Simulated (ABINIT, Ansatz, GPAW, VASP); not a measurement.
Code comparison for VPt (P1, 2 atoms in the cell)

Self-consistent single point, at a second geometry (lattice scaled by 0.98). First geometry:

```yaml
crystal:
  lattice:
    - [2.68627, 0.00000, 0.00000]
    - [0.00000, 2.68627, 0.00000]
    - [0.00000, 0.00000, 3.89258]
  atoms:
    - { symbol: V, position: [0.47178, 0.46256, 0.50836] }
    - { symbol: Pt, position: [0.02822, 0.03744, 0.99164] }
```

Shared settings, as Ansatz (a program for electronic structure) writes them: kpoints.mp_grid.grid = 8 8 6; scf.occupations.method = gaussian; scf.occupations.width = 0.136 eV. Potentials and cutoffs stand in the table.

| code | model | ΔF from the first geometry (meV/atom) | pressure (GPa) | largest force (eV/Å) | cutoff |
|---|---|---|---|---|---|
| VASP | LDA (PZ), VASP's LDA PAW potentials (set 64) | 9.0 | 10.15 | 1.627 | 300 eV |
| ABINIT | LDA (PW92), PAW (JTH v2.0 LDA PAW) | 7.8 | 10.68 | 1.622 | 60 Ry |
| Ansatz | LDA (PW92), PAW files made with PBE | 4.2 | 9.81 | 1.610 | default |
| GPAW | LDA (Perdew-Wang 92), GPAW PAW datasets LDA (gpaw-data 1.0.1) | 3.2 | 9.54 | 1.580 | 800 eV |

For VASP (by 0.8 GPa) the energy change implies a higher mean pressure, against the two pressures, than for the other programs: a sign of finite-basis (Pulay) stress.

On Ansatz's run: spin-orbit coupling is off. Spin polarisation is off.

The spread over the programs that give each value: ΔF from the first geometry within 5.8 meV/atom; pressure within 1.14 GPa; largest force within 0.047 eV/Å.

Ansatz's pressure is given at a fixed set of plane waves, as the other plane-wave codes print theirs; with its correction for the finite basis it is 9.93 GPa. The same LDA comes in different parametrisations, which differ slightly.

VASP's run is marked for a possible Pulay error in its stress at this cutoff; no cutoff test was made.

The starting cell comes from a database of computed structures (which also holds hypothetical and non-ambient phases and stackings), without a prior relaxation at this level. Its atoms were displaced at random from the sites of space group no. 123. For this run, on top of that: lattice scaled by 0.98.

Left out of this page: Quantum ESPRESSO, CP2K, Elk, FLEUR and SIESTA (not drawn, or without a comparable value).

Keys are those of Ansatz 0.2.
